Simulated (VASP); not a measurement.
Here is the system:

```xyz
2
Lattice="0.0000 2.2674 2.2674 2.2674 0.0000 2.2674 2.2674 2.2674 0.0000" Properties=species:S:1:pos:R:3 pbc="T T T"
Na     0.0000     0.0000     0.0000
F      2.2674     2.2674     2.2674
```

The numbers are results of PBE GGA, VASP's PBE PAW potentials (set 64) (plane waves; VASP 6.6.1), not measurements. Numerical set-up: 400 eV cut-off, 10×10×10 Γ-centred mesh, Gaussian smearing of 0.010 eV, potentials Na_pv F.

Problem. Give the energies of bands 5 to 8 at the high-symmetry points, in eV from the valence-band maximum.

Solution. 
| band | Γ | X | U | L | W |
|---|---|---|---|---|---|
| 5 | 0.00 | -1.38 | -1.15 | -1.73 | -0.95 |
| 6 | 0.00 | -0.45 | -0.91 | -0.29 | -0.95 |
| 7 | 0.00 | -0.45 | -0.41 | -0.29 | -0.63 |
| 8 | 6.68 | 13.54 | 13.24 | 11.21 | 13.69 |

The gap is direct, 6.68 eV, from the valence maximum at Γ to the conduction minimum at Γ.

The structure comes from a computed database's NaF entry; how it stands against other phases isn't given here. The cell was not relaxed at this level.
